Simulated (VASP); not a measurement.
Consider the following.

```
Li2O
1.0
    0.00000     2.22042     2.22042
    2.22042     0.00000     2.22042
    2.22042     2.22042     0.00000
Li O
2 1
Direct
  0.25000   0.25000   0.25000
  0.75000   0.75000   0.75000
  0.00000   0.00000   0.00000
```

These are PBE GGA with D3 dispersion (Becke-Johnson damping), VASP's PBE PAW potentials (set 64) (plane waves; VASP) values and carry that method's errors. Numerical set-up: 520 eV cut-off, 8×8×8 Γ-centred mesh, Gaussian smearing of 0.050 eV, potentials Li_sv O.

### Question
Give the stress tensor in GPa (positive for a compressed cell).

### Answer

```
5.93  0.00  0.00
0.00  5.93  0.00
0.00  0.00  5.93
```
The pressure is its mean diagonal, 5.93 GPa.

The compound is Li2O in the antifluorite structure. This cell is one point of a volume scan, at 0.94 of the reference volume.
